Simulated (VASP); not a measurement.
# Cl3In in VASP: notebook

The runs below take Cl3In through electron localisation function, single point, with PBE, vdW-DF2, r2SCAN.

Everything below comes from runs of VASP 6.6.1. Logs are shortened: lines on timing, memory, paths and dates and some standing lists are left out, and cuts for length are marked.

**1. Starting point**

The cell holds a molecule in a box, 4 atoms: a = 11.000 Å, b = 13.000 Å, c = 13.000 Å, α = 90.00°, β = 90.00°, γ = 90.00°.

**2. Electron localisation function, PBE**

INCAR reads:

```
PREC     = Accurate       # precision mode
ENCUT    = 520            # plane-wave cutoff, eV
EDIFF    = 1E-6           # SCF threshold, eV
ISMEAR   = 0              # smearing method
SIGMA    = 0.01           # smearing width, eV
LREAL    = F              # projectors in reciprocal space
LASPH    = T              # aspherical terms in the spheres
NELM     = 100            # most SCF steps
ALGO     = Normal         # electronic algorithm
ISIF     = 2              # what is computed and relaxed
LWAVE    = F              # write WAVECAR
LCHARG   = T              # write CHGCAR
GGA      = PE             # functional
LELF     = T              # ELF
```

KPOINTS reads:

```
Automatic mesh
0
Gamma
  1 1 1
```

POSCAR reads:

```
InCl3
1.0
   11.0000000000      0.0000000000      0.0000000000
    0.0000000000     13.0000000000      0.0000000000
    0.0000000000      0.0000000000     13.0000000000
Cl In
3 1
Direct
    0.4716500000      0.5635346200      0.6498000000
    0.5824500000      0.3707115400      0.4321923100
    0.4199136400      0.6325192300      0.3554307700
    0.4914045500      0.5222807700      0.4791153800
```

Potentials or basis: VASP PAW PBE potentials, release 64 (Cl, In_d).

Started as:

```sh
> cat potpaw_PBE.64/Cl/POTCAR potpaw_PBE.64/In_d/POTCAR > POTCAR
> mpirun -np 1 vasp_gam > vasp.out
```

OUTCAR:

```text
PREC = Accurate
   ENCUT = 520
   EDIFF = 1E-6
   ISMEAR = 0
   LREAL = F
   LASPH = T
   NELM = 100
   ISIF = 2
   GGA = PE

 ion  position               nearest neighbor table
   1  0.472  0.564  0.650-   4 2.29
   2  0.582  0.371  0.432-   4 2.29
   3  0.420  0.633  0.355-   4 2.29
   4  0.491  0.522  0.479-   3 2.29   2 2.29   1 2.29

  LATTYP: Found a simple tetragonal cell.
 ALAT       =    13.0000000000
 C/A-ratio  =     0.8461538462

  Lattice vectors:

 A1 = (   0.0000000000,  13.0000000000,   0.0000000000)
 A2 = (   0.0000000000,   0.0000000000,  13.0000000000)
 A3 = (  11.0000000000,   0.0000000000,   0.0000000000)

Analysis of symmetry for initial positions (statically):
=====================================================================
 Subroutine PRICEL returns:
 Original cell was already a primitive cell.

 Routine SETGRP: Setting up the symmetry group for a
 simple tetragonal supercell.

 Subroutine GETGRP returns: Found  1 space group operations
 (whereof  1 operations were pure point group operations)
 out of a pool of 16 trial point group operations.

The static configuration has the point symmetry C_1 .

Analysis of symmetry for dynamics (positions and initial velocities):
=====================================================================
 Subroutine PRICEL returns:
 Original cell was already a primitive cell.

 Routine SETGRP: Setting up the symmetry group for a
 simple tetragonal supercell.

 Subroutine GETGRP returns: Found  1 space group operations
 (whereof  1 operations were pure point group operations)
 out of a pool of 16 trial point group operations.

The dynamic configuration has the point symmetry C_1 .

 Subroutine INISYM returns: Found  1 space group operations
 (whereof  1 operations are pure point group operations),
 and found     1 'primitive' translations

----------------------------------------------------------------------------------------

                                     Primitive cell

  volume of cell :    1859.0000

[... 61 lines left out ...]
   ICHARG =      2    charge: 1-file 2-atom 10-const
   ISPIN  =      1    spin polarized calculation?
   LNONCOLLINEAR =      F non collinear calculations
   LSORBIT =      F    spin-orbit coupling
   LASPH  =      T    aspherical Exc in radial PAW
   ENCUT  =  520.0 eV  38.22 Ry    6.18 a.u.  20.45 24.17 24.17*2*pi/ulx,y,z
   NELM   =    100;   NELMIN=  2; NELMDL= -5     # of ELM steps
   EDIFF  = 0.1E-05   stopping-criterion for ELM
   LREAL  =      F    real-space projection
   EDIFFG = 0.1E-04   stopping-criterion for IOM
   NSW    =      0    number of steps for IOM
   IBRION =     -1    ionic relax: 0-MD 1-quasi-New 2-CG
   NFREE  =      0    steps in history (QN), initial steepest desc. (CG)
   ISIF   =      2    stress and relaxation
   ISYM   =      2    0-nonsym 1-usesym 2-fastsym
   POTIM  = 0.5000    time-step for ionic-motion
   TEBEG  =    0.0;   TEEND  =   0.0 temperature during run
   PSTRESS=    0.0 pullay stress
   NELECT =      34.0000    total number of electrons
   NUPDOWN=      -1.0000    fix difference up-down
   EMIN   =  10.00;   EMAX   =-10.00  energy-range for DOS
   EFERMI =   0.00;   METHOD = LEGACY
   ISMEAR =     0;   SIGMA  =   0.01  broadening in eV -4-tet -1-fermi 0-gaus
   EFERMI_NEDOS =   21; number of points for ismear=-14 and -15
   IALGO  =     38    algorithm
   IMIX   =      4    mixing-type and parameters
     AMIX     =   0.40;   BMIX     =  1.00
     AMIX_MAG =   1.60;   BMIX_MAG =  1.00
  volume/ion in A,a.u.               =     464.75      3136.29
  Fermi-wavevector in a.u.,A,eV,Ry     =   0.431328  0.815092  2.531284  0.186044
  Thomas-Fermi vector in A             =   1.400419
   LORBIT       =      0    0 simple, 1 ext, 2 COOP (PROOUT), +10 PAW based schemes
   GGA     = PE    functional components
   LHFCALC =     F    Hartree Fock is set to
   AEXX    =    0.0000 exact exchange contribution
   IVDW    =     0    specifies the selected vdW correction
   LEPSILON=     F    determine dielectric tensor
   LRPA    =     F    only Hartree local field effects (RPA)
 non-spin polarized calculation
 Gauss-broadening in eV      SIGMA  =   0.01
  energy-cutoff  :      520.00
  volume of cell :     1859.00
 maximum number of plane-waves:     25047
 NGX is ok and might be reduce to    84
   NGX = 41   NGY = 49   NGZ = 49

 number of electron      34.0000003 magnetization

 Free energy of the ion-electron system (eV)
  ---------------------------------------------------
  ext. energy  EPLUGINS =         0.00000000
  ---------------------------------------------------
  free energy    TOTEN  =       -11.55363230 eV

  energy without entropy =      -11.55363230  energy(sigma->0) =      -11.55363230

 E-fermi :  -7.4855     XC(G=0):  -0.9665

 val. band max:       -7.5622056585   @ k =   0.0000   0.0000   0.0000
 cond. band min:      -3.2919569183   @ k =   0.0000   0.0000   0.0000
 fundamental gap:      4.2702487402
 Fermi energy:        -7.4855227212

 k-point     1 :       0.0000    0.0000    0.0000
  band No.  band energies     occupation
      1     -21.1105      2.00000
      2     -21.0556      2.00000
      3     -21.0546      2.00000
      4     -20.2129      2.00000
      5     -20.2127      2.00000
      6     -19.5325      2.00000
[... 13 lines left out ...]
     20      -0.0444      0.00000
     21       0.2928      0.00000

------------------------ aborting loop because EDIFF is reached ----------------------------------------

  FORCE on cell =-STRESS in cart. coord.  units (eV):
  Direction    XX          YY          ZZ          XY          YZ          ZX
  --------------------------------------------------------------------------------------
  -------------------------------------------------------------------------------------
  Total        0.2041462      0.8723468      1.1108258     -0.4785234      0.0123937      0.0255037
  in kB        0.1759432      0.7518312      0.9573641     -0.4124149      0.0106815      0.0219804
  external PRESSURE =       0.6283795 kB  Pullay stress =       0.0000000 kB

 VOLUME and BASIS-vectors are now :
 -----------------------------------------------------------------------------
  energy-cutoff  :      520.00
  volume of cell :     1859.00
      direct lattice vectors                 reciprocal lattice vectors
    11.000000000  0.000000000  0.000000000     0.090909091  0.000000000  0.000000000
     0.000000000 13.000000000  0.000000000     0.000000000  0.076923077  0.000000000
     0.000000000  0.000000000 13.000000000     0.000000000  0.000000000  0.076923077

 POSITION                                       TOTAL-FORCE (eV/Angst)
 -----------------------------------------------------------------------------------
      5.18815      7.32595      8.44740        -0.031484      0.078581      0.324116
      6.40695      4.81925      5.61850         0.149834     -0.291242     -0.090770
      4.61905      8.22275      4.62060        -0.116403      0.211055     -0.237125
      5.40545      6.78965      6.22850        -0.001948      0.001605      0.003779
 -----------------------------------------------------------------------------------
    total drift:                                0.000098     -0.000466      0.000222

  FREE ENERGIE OF THE ION-ELECTRON SYSTEM (eV)
  ---------------------------------------------------
  free  energy   TOTEN  =       -11.5536322983 eV

  energy  without entropy=      -11.5536322983  energy(sigma->0) =      -11.55363230
```

stdout:

```text
POSCAR found type information on POSCAR ClIn
 POSCAR found :  2 types and       4 ions
 scaLAPACK will be used
 LDA part: xc-table for (Slater+PW92), standard interpolation
 POSCAR, INCAR and KPOINTS ok, starting setup
 FFT: planning ... GRIDC
 FFT: planning ... GRID_SOFT
 FFT: planning ... GRID
 WAVECAR not read
 entering main loop
```

It took 2.5 min on 1 thread of Intel Xeon Platinum 8488C (Sapphire Rapids), shared host; peak memory 1.2 GiB.

What came out:

| Property | Result |
| --- | --- |
| Free energy | -11.5536 eV |
| Largest force | 0.340 eV/Å |
| Gap between the frontier levels | 4.27 eV |

Forces on the atoms (eV/Å):
```
Cl  -0.031  0.079  0.324
Cl   0.150 -0.291 -0.091
Cl  -0.116  0.211 -0.237
In  -0.002  0.002  0.004
```

Levels at points of the mesh, in eV from the valence-band top:
```csv
k point,band 14,band 15,band 16,band 17,band 18,band 19,band 20,band 21
"(0.00, 0.00, 0.00)",-0.16,-0.10,-0.10,0.00,4.27,5.48,7.52,7.85
```

Caveat: spin-orbit coupling is left out, which moves the levels of the heavy elements. PBE gaps usually lie below the measured ones, often by a third to a half.

**3. Single point, vdW-DF2**

INCAR reads:

```
PREC = Accurate
ENCUT = 520
EDIFF = 1E-7
ISMEAR = 0
SIGMA = 0.01
LREAL = F
LASPH = T
NELM = 80
ALGO = Normal
ISIF = 2
LWAVE = F
LCHARG = F
GGA = ML
LUSE_VDW = T
AGGAC = 0.0
ZAB_VDW = -1.8867
```

KPOINTS reads:

```
regular mesh
0
Gamma
  1 1 1
```

POSCAR is that of step 2.

Potentials or basis: VASP PAW PBE potentials, release 64 (Cl, In_d).

Started as:

```sh
> cat potpaw_PBE.64/Cl/POTCAR potpaw_PBE.64/In_d/POTCAR > POTCAR
> mpirun -np 1 vasp_gam > vasp.out
```

OUTCAR:

```text
PREC = Accurate
   ENCUT = 520
   EDIFF = 1E-7
   ISMEAR = 0
   LREAL = F
   LASPH = T
   NELM = 80
   ISIF = 2
   GGA = ML

 ion  position               nearest neighbor table
   1  0.472  0.564  0.650-   4 2.29
   2  0.582  0.371  0.432-   4 2.29
   3  0.420  0.633  0.355-   4 2.29
   4  0.491  0.522  0.479-   3 2.29   2 2.29   1 2.29

  LATTYP: Found a simple tetragonal cell.
 ALAT       =    13.0000000000
 C/A-ratio  =     0.8461538462

  Lattice vectors:

 A1 = (   0.0000000000,  13.0000000000,   0.0000000000)
 A2 = (   0.0000000000,   0.0000000000,  13.0000000000)
 A3 = (  11.0000000000,   0.0000000000,   0.0000000000)

Analysis of symmetry for initial positions (statically):
=====================================================================
 Subroutine PRICEL returns:
 Original cell was already a primitive cell.

 Routine SETGRP: Setting up the symmetry group for a
 simple tetragonal supercell.

 Subroutine GETGRP returns: Found  1 space group operations
 (whereof  1 operations were pure point group operations)
 out of a pool of 16 trial point group operations.

The static configuration has the point symmetry C_1 .

Analysis of symmetry for dynamics (positions and initial velocities):
=====================================================================
 Subroutine PRICEL returns:
 Original cell was already a primitive cell.

 Routine SETGRP: Setting up the symmetry group for a
 simple tetragonal supercell.

 Subroutine GETGRP returns: Found  1 space group operations
 (whereof  1 operations were pure point group operations)
 out of a pool of 16 trial point group operations.

The dynamic configuration has the point symmetry C_1 .

 Subroutine INISYM returns: Found  1 space group operations
 (whereof  1 operations are pure point group operations),
 and found     1 'primitive' translations

[... 96 lines left out ...]
  Fermi-wavevector in a.u.,A,eV,Ry     =   0.431328  0.815092  2.531284  0.186044
  Thomas-Fermi vector in A             =   1.400419
   LORBIT       =      0    0 simple, 1 ext, 2 COOP (PROOUT), +10 PAW based schemes
   GGA     = ML    functional components
   LHFCALC =     F    Hartree Fock is set to
   AEXX    =    0.0000 exact exchange contribution
   IVDW_NL    =     1    kernel type
   BPARAM     = 6.3000
   IVDW    =     0    specifies the selected vdW correction
   LEPSILON=     F    determine dielectric tensor
   LRPA    =     F    only Hartree local field effects (RPA)
 non-spin polarized calculation
 Gauss-broadening in eV      SIGMA  =   0.01
  energy-cutoff  :      520.00
  volume of cell :     1859.00
 maximum number of plane-waves:     25047
 NGX is ok and might be reduce to    84
   NGX = 41   NGY = 49   NGZ = 49

 number of electron      34.0000003 magnetization

 Free energy of the ion-electron system (eV)
  ---------------------------------------------------
  ext. energy  EPLUGINS =         0.00000000
  ---------------------------------------------------
  free energy    TOTEN  =        -2.65507289 eV

  energy without entropy =       -2.65507289  energy(sigma->0) =       -2.65507289

 E-fermi :  -7.7412     XC(G=0):  -1.2358

 val. band max:       -7.8429951605   @ k =   0.0000   0.0000   0.0000
 cond. band min:      -3.7938682532   @ k =   0.0000   0.0000   0.0000
 fundamental gap:      4.0491269073
 Fermi energy:        -7.7411918590

 k-point     1 :       0.0000    0.0000    0.0000
  band No.  band energies     occupation
      1     -21.4002      2.00000
      2     -21.3627      2.00000
      3     -21.3618      2.00000
      4     -20.5455      2.00000
      5     -20.5454      2.00000
      6     -19.8653      2.00000
[... 13 lines left out ...]
     20      -0.4585      0.00000
     21      -0.1878      0.00000

------------------------ aborting loop because EDIFF is reached ----------------------------------------

  FORCE on cell =-STRESS in cart. coord.  units (eV):
  Direction    XX          YY          ZZ          XY          YZ          ZX
  --------------------------------------------------------------------------------------
  -------------------------------------------------------------------------------------
  Total        0.5511906      2.3520446      3.0022151     -1.2788324      0.0342500      0.0681539
  in kB        0.4750431      2.0271074      2.5874561     -1.1021604      0.0295183      0.0587384
  external PRESSURE =       1.6965355 kB  Pullay stress =       0.0000000 kB

 VOLUME and BASIS-vectors are now :
 -----------------------------------------------------------------------------
  energy-cutoff  :      520.00
  volume of cell :     1859.00
      direct lattice vectors                 reciprocal lattice vectors
    11.000000000  0.000000000  0.000000000     0.090909091  0.000000000  0.000000000
     0.000000000 13.000000000  0.000000000     0.000000000  0.076923077  0.000000000
     0.000000000  0.000000000 13.000000000     0.000000000  0.000000000  0.076923077

 POSITION                                       TOTAL-FORCE (eV/Angst)
 -----------------------------------------------------------------------------------
      5.18815      7.32595      8.44740        -0.086602      0.211544      0.875209
      6.40695      4.81925      5.61850         0.399236     -0.780652     -0.241964
      4.61905      8.22275      4.62060        -0.311870      0.567969     -0.636831
      5.40545      6.78965      6.22850        -0.000765      0.001139      0.003586
 -----------------------------------------------------------------------------------
    total drift:                                0.001949     -0.001332      0.001687

  FREE ENERGIE OF THE ION-ELECTRON SYSTEM (eV)
  ---------------------------------------------------
  free  energy   TOTEN  =        -2.6550728864 eV

  energy  without entropy=       -2.6550728864  energy(sigma->0) =       -2.65507289

Total vdW correction in eV:      7.1882129
```

OSZICAR:

```text
N       E                     dE             d eps       ncg     rms          rms(c)
DAV:   1     0.341778915145E+03    0.34178E+03   -0.98947E+03    50   0.102E+03
DAV:   2     0.108067016284E+03   -0.23371E+03   -0.22691E+03    60   0.231E+02
DAV:   3     0.545944401032E+01   -0.10261E+03   -0.10220E+03    63   0.128E+02
[... 19 lines left out ...]
DAV:  23    -0.265507040042E+01   -0.16230E-05   -0.42090E-08    36   0.273E-03    0.422E-04
DAV:  24    -0.265507216342E+01   -0.17630E-05   -0.10726E-07    31   0.189E-03    0.212E-04
DAV:  25    -0.265507266327E+01   -0.49985E-06   -0.60881E-08    36   0.190E-03    0.148E-04
DAV:  26    -0.265507280681E+01   -0.14354E-06   -0.28990E-08    36   0.156E-03    0.990E-05
DAV:  27    -0.265507288640E+01   -0.79591E-07   -0.18383E-08    36   0.103E-03
   1 F= -.26550729E+01 E0= -.26550729E+01  d E =-.551476E-47
```

stdout:

```text
POSCAR found type information on POSCAR ClIn
 POSCAR found :  2 types and       4 ions
 scaLAPACK will be used
 -----------------------------------------------------------------------------
|                                                                             |
|                                                                             |
[... 16 lines left out ...]
|                                                                             |
 -----------------------------------------------------------------------------

 LDA part: xc-table for (Slater+PW92), standard interpolation
 POSCAR, INCAR and KPOINTS ok, starting setup
 FFT: planning ... GRIDC
 FFT: planning ... GRID_SOFT
 FFT: planning ... GRID
 WAVECAR not read
 entering main loop
```

It took 24 min on 1 thread of Intel Xeon Platinum 8488C (Sapphire Rapids), shared host; peak memory 4.6 GiB.

What came out:

```
Free energy                     : -2.6551 eV
Largest force                   : 0.910 eV/Å
Gap between the frontier levels : 4.05 eV
```

Forces on the atoms (eV/Å):
```
Cl  -0.087  0.212  0.875
Cl   0.399 -0.781 -0.242
Cl  -0.312  0.568 -0.637
In  -0.001  0.001  0.004
```

Caveat: the PAW data sets were made with another functional, which shifts forces and pressure a little; spin-orbit coupling is left out, which moves the levels of the heavy elements.

**4. Single point, r2SCAN**

INCAR reads:

```
PREC = Accurate
ENCUT = 520
EDIFF = 1E-6
ISMEAR = 0
SIGMA = 0.01
LREAL = False
LASPH = True
NELM = 100
ALGO = Normal
ISIF = 2
LWAVE = False
LCHARG = False
METAGGA = R2SCAN
LMIXTAU = True
NBANDS = 25
```

KPOINTS is that of step 3.

POSCAR reads:

```
InCl3
1.0
   11.0000000000      0.0000000000      0.0000000000
    0.0000000000     13.0000000000      0.0000000000
    0.0000000000      0.0000000000     13.0000000000
Cl In
3 1
Cartesian
    5.1881500000      7.3259500600      8.4474000000
    6.4069500000      4.8192500200      5.6185000300
    4.6190500400      8.2227499900      4.6206000100
    5.4054500500      6.7896500100      6.2284999400
```

Started as:

```sh
> cat potpaw_PBE.64/Cl/POTCAR potpaw_PBE.64/In_d/POTCAR > POTCAR
> mpirun -np 1 vasp_gam > vasp.out
```

Wall time 12 min (1 thread of Intel Xeon Platinum 8488C (Sapphire Rapids), shared host); peak memory 1.7 GiB.

Results (log left out):

```yaml
Free_energy: -44.8028 eV
Largest_force: 0.087 eV/Å
Gap_between_the_frontier_levels: 4.86 eV
```

Forces on the atoms (eV/Å):
```
Cl  -0.011  0.019  0.079
Cl   0.041 -0.073 -0.022
Cl  -0.029  0.055 -0.060
In  -0.002 -0.001  0.004
```

Levels at points of the mesh, in eV from the valence-band top:
```csv
k point,band 14,band 15,band 16,band 17,band 18,band 19,band 20,band 21
"(0.00, 0.00, 0.00)",-0.16,-0.09,-0.09,0.00,4.86,6.08,8.24,8.73
```

Caveat: the PAW data sets were made with another functional, which shifts forces and pressure a little; spin-orbit coupling is left out, which moves the levels of the heavy elements.

**5. The reference run**

An earlier run on the cell as given: functional PBE; potentials or basis VASP PAW PBE potentials, release 64 (Cl, In_d); cutoff 520 eV; k mesh 1 × 1 × 1; occupations gaussian, width 0.01 eV; no spin polarisation.

- Largest force: 0.340 eV/Å
- Gap between the frontier levels: 4.27 eV

**6. The runs side by side**

| task | level | gap on the mesh (eV) | largest force (eV/Å) |
| --- | --- | --- | --- |
| electron localisation function | PBE | 4.27 | 0.34 |
| single point | vdW-DF2 | 4.05 | 0.91 |
| single point | r2SCAN | 4.86 | 0.09 |
| single point | PBE | 4.27 | 0.34 |

Alike in all rows: potentials or basis VASP PAW PBE potentials, release 64 (Cl, In_d); no spin polarisation; cell as given; k mesh 1 × 1 × 1; cutoff (eV) 520; smearing gaussian 0.01 eV.

On the cell as given the gap runs from 4.05 eV (vdW-DF2) to 4.86 eV (r2SCAN).

Caveats: spin-orbit coupling is left out, which moves the levels of the heavy elements; the PAW data sets were made with another functional, which shifts forces and pressure a little (some runs).

Absolute energies hang on the potentials; compare differences alone.
